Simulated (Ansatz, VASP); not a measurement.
# SiPb: VASP beside Ansatz, part 2 of 2

One calculation is typed for both programs; each brings its own data sets. How far apart do they land? The cell is generated by rule, not measured, and may not be a known phase. The cell is taken from a series of runs on this material, whose earlier steps may have relaxed, scaled, displaced or heated it; both programs get it as it stands.

VASP 6.6.1 and Ansatz 0.2.0.

So far: Starting point; VASP: zone-centre phonons, PBEsol.

The structure was built from a prototype and need not be the compound's stable phase.

## Step 3: Ansatz: zone-centre phonons, PBEsol

Level of this step: Ansatz beside VASP: Kohn-Sham DFT, plane waves, PBEsol (Ansatz).

Ansatz runs on its default PAW (the set named soft_2) files.

The same cell, functional, mesh and smearing now go to Ansatz, which takes its cutoff from its data sets.

File input.yaml:

```yaml
crystal:
  lattice:
    - [3.8849729732, 0.0, 0.0]
    - [-1.9424864866, 3.3644852878, 0.0]
    - [0.0, 0.0, 7.425418006]
  atoms:
    - { symbol: Pb, position: [0.0, 0.0, 0.0] }
    - { symbol: Pb, position: [0.0, 0.0, 0.5] }
    - { symbol: Si, position: [0.3333333333, 0.6666666667, 0.25] }
    - { symbol: Si, position: [0.6666666667, 0.3333333333, 0.75] }
kpoints:
  mp_grid: { grid: [12, 12, 6] }
hamiltonian:
  xc: pbesol
scf:
  occupations: { method: methfessel_paxton, width: 0.15 }
output:
  eigenvalues: true
phonons:
  method: dfpt
  qmesh: [2, 2, 1]
  temperatures: { t_max: 1000, t_step: 50 }
  qpath:
    path:
      - [[0.0, 0.0, 0.0], [0.5, 0.0, 0.0], [0.33333333, 0.33333333, 0.0], [0.0, 0.0, 0.0], [0.0, 0.0, 0.5], [0.5, 0.0, 0.5], [0.33333333, 0.33333333, 0.5], [0.0, 0.0, 0.5]]
      - [[0.5, 0.0, 0.5], [0.5, 0.0, 0.0]]
      - [[0.33333333, 0.33333333, 0.5], [0.33333333, 0.33333333, 0.0]]
    npoints: 10
```

Launch:

```bash
> ansatz run input.yaml --threads 4 --pin off --max-ram 7168MiB --backend cpu --events-out ev --progress --plain --runs-dir out
```

Numbers of over 12 decimals in the logs are rounded to 6 here.

The program printed:

```text
Engine: ansatz 0.2.0, aarch64-unknown-linux-gnu
Pseudopotentials: kind: paw
Pseudopotential: Pb, paw, valence charge 14, recommended cutoff 420 eV (normal), Pb.paw.azcp
Pseudopotential: Si, paw, valence charge 4, recommended cutoff 420 eV (normal), Si.paw.azcp
Functional definition: PBEsol
  exchange = pbesol_x
  correlation = pbesol_c
Crystal: 4 atoms, lattice volume = 97.057 Å³
Basis set: ecut = 420 eV, 1897 PW (Γ), exchange–correlation on 54×54×100 points (8 copies of the dense FFT grid, shifted against one another)
Bands: 22, of which v1, the nominal top of the filled ones, is band 18 counted from 1 (17 counted from 0)
Symmetry: 24 space group operations
k-points: 76 of 864
Non-local potential: Pb, projectors of the file, l = 0: 2, l = 1: 2, l = 2: 2, l = 3: 2
Non-local potential: Si, projectors of the file, l = 0: 2, l = 1: 2, l = 2: 2
PAW form: soft (Blöchl's): semilocal exchange-correlation on the pseudo side does not see the compensation charge
PAW frozen core: Pb, regenerated for the run's functional, and the local potential with it (the file was generated under x = pbe(κ = 0.804, μ = 0.219515), c = pbe(β = 0.066725))
PAW frozen core: Si, regenerated for the run's functional, and the local potential with it (the file was generated under x = pbe(κ = 0.804, μ = 0.219515), c = pbe(β = 0.066725))
PAW one-centre angular grid: Pb, 590 points (default); XC on 64 Gauss nodes
PAW one-centre angular grid: Si, 110 points (default); XC on 64 Gauss nodes
Initial density: superposition of atomic densities (neutral atoms: chi_scale 0, normalization atom), corrected by the library's trained network
Initial wavefunctions: pseudopotential atomic-orbital guess
Functional: x = pbesol(κ = 0.804, μ = 0.123457), c = pbesol(β = 0.046)
SCF iter   1: F=—  HF=-24750.734153 eV  |F-HF|=—  |Δ(HF+E_count)|=         —  Δρ=2.74e-3  dr2=1.09e-2  ethr=1.77e-3  ⟨swp⟩=6.1  Hψ=8438  notcnv=0
preconditioner: auto → Kerker (q_TF=auto, 2.313 Å⁻¹)  [metal: Δε(μ)=0.023 eV  Ē_g=13.511 eV  σ=0.150 eV  W_gap=0.13  n_scr=22 (ndim 8)  ℏωp=22.6 eV  f_vac=0.000  D(μ)=2.41/eV (n_scr^D=22)]
SCF iter   2: F=—  HF=-24750.729543 eV  |F-HF|=—  |Δ(HF+E_count)|=   4.61e-3  S|Δr|=    0.00e0  Δρ=1.65e-3  dr2=4.00e-3  ethr=3.02e-5  ⟨swp⟩=2.1  Hψ=3242  notcnv=0  defer=3
SCF iter   3: F=—  HF=-24750.728407 eV  |F-HF|=—  |Δ(HF+E_count)|=   1.14e-3  S|Δr|=    0.00e0  Δρ=4.96e-4  dr2=1.79e-4  ethr=1.11e-5  ⟨swp⟩=2.1  Hψ=2908  notcnv=0  defer=3
SCF iter   4: F=—  HF=-24750.728371 eV  |F-HF|=—  |Δ(HF+E_count)|=   3.57e-5  S|Δr|=    0.00e0  Δρ=2.19e-4  dr2=4.23e-5  ethr=4.98e-7  ⟨swp⟩=2.8  Hψ=3047  notcnv=0  defer=3
SCF iter   5: F=—  HF=-24750.728366 eV  |F-HF|=—  |Δ(HF+E_count)|=   4.50e-6  S|Δr|=    0.00e0  Δρ=4.62e-5  dr2=2.33e-6  ethr=1.17e-7  ⟨swp⟩=2.3  Hψ=2930  notcnv=0  defer=3
SCF iter   6: F=—  HF=-24750.728366 eV  |F-HF|=—  |Δ(HF+E_count)|=   4.29e-8  S|Δr|=    0.00e0  Δρ=2.72e-5  dr2=6.42e-7  ethr=6.48e-9  ⟨swp⟩=2.0  Hψ=1840  notcnv=0  defer=3
SCF iter   7: F=—  HF=-24750.728366 eV  |F-HF|=—  |Δ(HF+E_count)|=   1.95e-7  S|Δr|=    0.00e0  Δρ=4.30e-6  dr2=1.89e-8  ethr=1.78e-9  ⟨swp⟩=2.1  Hψ=2847  notcnv=0  defer=3
SCF iter   8: F=—  HF=-24750.728366 eV  |F-HF|=—  |Δ(HF+E_count)|=   5.49e-9  S|Δr|=    0.00e0  Δρ=5.62e-7  dr2=2.60e-10  ethr=5.24e-11  ⟨swp⟩=2.0  Hψ=3015  notcnv=0  defer=3
SCF iter   9: F=—  HF=-24750.728366 eV  |F-HF|=—  |Δ(HF+E_count)|=  2.91e-11  S|Δr|=    0.00e0  Δρ=1.12e-7  dr2=1.59e-11  ethr=1.00e-12  ⟨swp⟩=3.0  Hψ=3095  notcnv=0  defer=3
SCF iter  10: F=-24750.728366 eV  HF=-24750.728366 eV  |F-HF|=0.00e0  |Δ(HF+E_count)|=    0.00e0  S|Δr|=    0.00e0  Δρ=1.82e-8  dr2=4.26e-13  ethr=1.00e-12  ⟨swp⟩=6.5  Hψ=7705  notcnv=0
SCF 1 converged in 10 iterations: F = -24750.728366 eV  dr2 = 4.26e-13
  greatest PAW one-centre occupation: 0.978 electrons in one spin orbital (limit 2), on the Pb atom at site 1 (counted from 0), in its partial waves of l = 2
phonons: the bands overlap, so this run is a metal and interpolates without the dipole-dipole term. If the crystal is really an insulator or semiconductor, its LO-TO splitting is missing
NSCF: frozen V_eff on 76 k-points
NSCF: frozen V_eff on 242 k-points
DFPT response loops at q = (0, 0, 0) (fractional): preconditioner auto → Kerker (q_TF=auto, 2.313 Å⁻¹) (partly filled bands, converged f_vac=0.000); β = 1.00, the filter's whole step (`scf.mixing.beta` (0.50) is not read by the response loops under this deck's `scf.mixing.preconditioner`; to damp them name `kerker` or `kerker_dos`, under which they read `scf.mixing.beta`, and type it under 1.00, their step now; both keys bind the ground state too); Broyden in place of MSR1
NSCF: frozen V_eff on 484 k-points
DFPT response loops at q = (0, -0.5, 0) (fractional): mixed as the last ones told, above
SCF converged after 10 iterations
Stability not checked: this state was not tested for a lower state beside it, because cold or Methfessel-Paxton smearing, or corrected tetrahedra, fill the levels in a way that the test cannot read (fill_not_monotonic; see scf.lower_state_search)
Free energy (F): -24750.728366 eV
Harris-Foulkes:  -24750.728366 eV  (|F-HF|=0.00e0)
Internal energy: -24750.727474 eV  (E = F + TS)
E sigma→0 (E₀):  -24750.728143 eV
Entropy (-TS):   -0.000892 eV (-0.223 meV/atom)
Fermi energy:    9.380290 eV
--- Per-component energies (eV) ---
  E_band       = -75.793416
  E_kinetic    = 657.167803
  E_local      = -2349.655558  (includes V_loc(G=0)·N_el)
  E_nonlocal   = 756.488539
  E_hartree    = 949.341981
  E_xc         = -545.613428
  E_vxc        = -357.028877  (∫ρ·V_xc dr)
  E_paw        = -21512.107179  (= ΣΔE_a)
  E_vpaw       = -681.449383  (= ΣTr[D̂ρ^β])
  E_aug_tail   = 0.000112  (compensation charges beyond the density's cutoff)
  E_ewald      = -2706.537099
  E_core_change = 0.187355  (= ΣΔE_core)
  E_smearing   = -0.000892  (= −TS)
  E_closure    = 0.000000  (closes the sum)
  Σ components = -24750.728366   (vs F -24750.728366, Δ=0.00e0)
--- Band table (eV; the first three rows and the last of 76) ---
  k-point 0: bands = [... 14 lower, 8.0951, 9.9542, 9.9542, 11.1671, 11.1671, 12.4801, 13.4520, 13.4520]
  k-point 1: bands = [... 14 lower, 9.2095, 10.0239, 10.0239, 11.0755, 11.0755, 12.3555, 13.4034, 13.4034]
  k-point 2: bands = [... 14 lower, 10.2223, 10.2223, 10.3760, 10.8299, 10.8299, 11.9637, 13.3496, 13.3496]
  k-point 75: bands = [... 14 lower, 5.3687, 5.3687, 8.0579, 8.0579, 9.3882, 9.3882, 10.3571, 10.3571]
--- Phonons (Γ-DFPT): 4 representative perturbations + reference (Σ response iterations 12) ---
  ASR residual: 4.866e-5 → 0.000e0 eV/Å²; symmetrization residual: 4.475e-6 eV/Å²
  ASR residual per site (eV/Å²): 4.87e-5 4.87e-5 1.78e-5 1.78e-5
  Γ frequencies (cm⁻¹): 0.00 0.00 0.00 54.31 54.31 80.78 163.50 163.50 172.29 172.29 187.38 196.26
--- Phonons (arbitrary-q DFPT): 2 irreducible q on the 2×2×1 mesh ---
  q = [0.0000, 0.0000, 0.0000] (star 1, of the zone-centre solve; hermiticity 2.11e-6, symmetrization 1.18e-11): -0.00 -0.00 0.00 54.31 54.31 80.78 163.50 163.50 172.29 172.29 187.38 196.26
  q = [0.0000, -0.5000, 0.0000] (star 3, 6 solved perturbations in 1242 linear systems a pass and spin channel, the states on 242 of 864 k-point pairs; hermiticity 1.12e-6, symmetrization 1.41e-13): 17.85 25.15 37.24 68.01 68.47 84.04 169.49 172.18 177.56 178.73 184.62 218.29
  sum rule: each row above includes the acoustic sum rule's correction from the zone centre's row sums; it moved no ω² by more than (0.42 cm⁻¹)²
  mesh force constants: q→R imaginary residual 2.14e-17; ASR residual 4.866e-5 → 0.000e0 eV/Å²; symmetrization residual 3.997e-15 eV/Å²
  interpolated dispersion: 93 rows × 12 modes
  density of states and harmonic sums: on the 18×18×9 q-mesh, interpolated from the force constants of a 2×2×1 supercell (no non-analytic term)
  largest difference from the sums on the solved wave vectors: F 1.74e-1 eV, S 2.38e-4 and C_V 6.45e-5 eV/K
  zero-point energy: 0.086117 eV/cell   skipped modes (ω ≤ 0): 3   left out of the sums: 8.57e-5 of the cell's modes: C_V's classical limit lies that fraction below 3 k_B per atom; for a crystal, a wire or a layer, F and S can be off by more, and a phonons.interpolated_qmesh denser along its periods is the remedy for the sampling
```

The column dr2 measures how far the density is from self-consistency, as an energy; F and HF (Harris–Foulkes) agree once it is small.

## Step 4: Side by side

Known differences besides the potentials themselves: VASP's run holds the zone centre alone; the cutoff is 420 eV in Ansatz and 500 eV in VASP; Ansatz makes its cores anew for this functional, VASP keeps those of its PBE data sets. Total energies have different zeros and are not compared.

Compared:

```
                  quantity  Ansatz   VASP  difference
optical mode 1 to 2 (cm⁻¹)    54.3   54.7     -0.73 %
     optical mode 3 (cm⁻¹)    80.8   80.8     -0.03 %
optical mode 4 to 5 (cm⁻¹)   163.5  163.6     -0.07 %
optical mode 6 to 7 (cm⁻¹)   172.3  172.9     -0.33 %
     optical mode 8 (cm⁻¹)   187.4  188.5     -0.60 %
     optical mode 9 (cm⁻¹)   196.3  195.9     +0.16 %
```

Modes are paired by rising frequency, not by their patterns, so a pair may set unlike modes beside each other; they are those without the splitting of longitudinal modes.

## Step 5: What came out

```
r.m.s. difference of the optical zone-centre modes, each program's sorted by frequency (zone-centre phonons, PBEsol) : 0.52 cm⁻¹
difference in optical mode 1 to 2 (zone-centre phonons, PBEsol)                                                      : -0.7 %
```

**Reading.** The r.m.s. difference of the optical zone-centre modes, each program's sorted by frequency is 0.52 cm⁻¹ (zone-centre phonons, PBEsol). Among the rows given in per cent, the largest difference of the zone-centre phonons, PBEsol pair is in optical mode 1 to 2, -0.7 %. How closely two codes agree says nothing of how well the functional describes the real material.

[Lines on the potential files, build, host, timing and source positions are cut from VASP's logs without a mark.]

[Logs are printed without paths, hosts, clocks, repeated set-up lines and the standing remarks that a program may print on its own settings, such as how far it seeks lower states.]

[Hosts, paths, dates, database ids (printed as entryN), source tags and the programs' standing remarks are cut or masked in the printed files.]
